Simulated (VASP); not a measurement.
Input:

```yaml
crystal:
  lattice:
    - [1.58610, -2.74721, 0.00000]
    - [1.58610, 2.74721, 0.00000]
    - [0.00000, 0.00000, 5.07960]
  atoms:
    - { symbol: Al, position: [0.66667, 0.33333, 0.50000] }
    - { symbol: Al, position: [0.33333, 0.66667, 0.00000] }
    - { symbol: N, position: [0.66667, 0.33333, 0.88200] }
    - { symbol: N, position: [0.33333, 0.66667, 0.38200] }
```

Computed with PBE GGA, VASP's PBE PAW potentials (set 64) (plane waves; VASP). Numerical set-up: 520 eV cut-off, 7×7×4 Γ-centred mesh, Gaussian smearing of 0.050 eV, potentials Al N.

Q: Estimate the energy per atom (σ→0), pressure.

A: 
```yaml
energy per atom (σ→0): -7.435 eV/atom
pressure: -7.23 GPa
```

The absolute energy has meaning only against runs of the same code, potentials and settings.

The compound is AlN in the wurtzite structure. The cell was not relaxed at this level.
